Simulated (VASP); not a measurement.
**Ag2Al2 (ordered alloy cell): computed properties**

All values below come from PBEsol GGA, VASP's PBE PAW potentials (set 64) (plane waves; VASP).

```
Quantity                                                                                                 Result
----------------------------------  ---------------------------------------------------------------------------
space group                                                                                          R-3m (166)
cell                                a = 2.928 Å, b = 2.928 Å, c = 26.277 Å, α = 90.00°, β = 90.00°, γ = 120.00°
volume per atom                                                                                   16.26 Å³/atom
band gap (over mesh and band path)                                     none (metal, semimetal or under 0.01 eV)
density                                                                                              6.89 g/cm³
```

AgAl has the trigonal space group R-3m, hexagonal axes (No. 166), Pearson symbol hR4. Conventional cell: a = 2.9281 Å, b = 2.9281 Å, c = 26.2773 Å, α = 90.00°, β = 90.00°, γ = 120.00°. Al on 6c has 3 Ag at 2.710 Å and 3 Al at 2.764 Å and 6 Al at 2.928 Å (cuboctahedral). Ag on 6c is coordinated by 3 Al at 2.710 Å and 9 Ag at 2.883–2.928 Å (cuboctahedral). (Neighbours: up to the widest gap in distance over summed covalent radii, below 1.35, at either atom.)
(The calculation used a cell of 4 atoms; values per cell refer to that cell.)

The structure was generated: Ag2Al2 was put into an ordered model structure (R-3m), which need not be its known phase. It was relaxed first. Symmetry was kept, so distortions that lower it aren't found.
